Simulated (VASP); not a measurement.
The input files of a VASP run:

File POSCAR:
```
AlN
1.0
  0.0000000000   2.2005493169   2.2005493169
  2.2005493169   0.0000000000   2.2005493169
  2.2005493169   2.2005493169   0.0000000000
Al N
1 1
Cartesian
  0.0000000000   0.0000000000   0.0000000000
  1.1002746585   1.1002746585   1.1002746585
```

**KPOINTS**
```
Automatic mesh
0
Gamma
10 10 10
0 0 0
```

**INCAR**
```
# general
SYSTEM  = AlN
PREC    = Accurate
ENCUT   = 620
LREAL   = .FALSE.
LASPH   = .TRUE.

# electronic loop
EDIFF   = 1E-6
NELM    = 100
ALGO    = Normal

# smearing
ISMEAR  = 0
SIGMA   = 0.05

# functional
GGA     = PE

# ions
IBRION  = 2
NSW     = 40
ISIF    = 3
EDIFFG  = -0.02
PSTRESS = 50

# output
LWAVE   = .FALSE.
LCHARG  = .FALSE.
```

POTCAR, in this order: Al N (PBE.64 set). Program: vasp_std.

Translate this PBE calculation to Ansatz.

One equivalent input (not run):
Ansatz 0.2 input:
```yaml
crystal:
  lattice:
    - [0.0000000, 2.2005493, 2.2005493]
    - [2.2005493, 0.0000000, 2.2005493]
    - [2.2005493, 2.2005493, 0.0000000]
  atoms:
    - { symbol: Al, position: [0.0000000, 0.0000000, 0.0000000] }
    - { symbol: N, position: [0.2500000, 0.2500000, 0.2500000] }
kpoints:
  mp_grid: { grid: [10, 10, 10] }
hamiltonian:
  xc: pbe
  pseudopotentials: { kind: paw }
scf:
  occupations: { method: gaussian, width: 0.05 }
  max_iter: 100
relax:
  max_steps: 40
  f_tol: 0.02
  cell: { p_target: 5 }
output: { forces: true, stress: true, eigenvalues: true }
```
Limits of the translation: each code has its own PAW files, so the cut-off isn't converted (ENCUT is set for VASP's; basis.ecutwfc is left out, and Ansatz then takes the one that its files recommend); Ansatz stops its SCF on the density residual and VASP on the energy change (EDIFF).

The compound is AlN in the zinc blende structure, a metastable form; wurtzite is the usual one. This run relaxes it under an external pressure of 5 GPa. Symmetry was kept, so distortions that lower it aren't found.
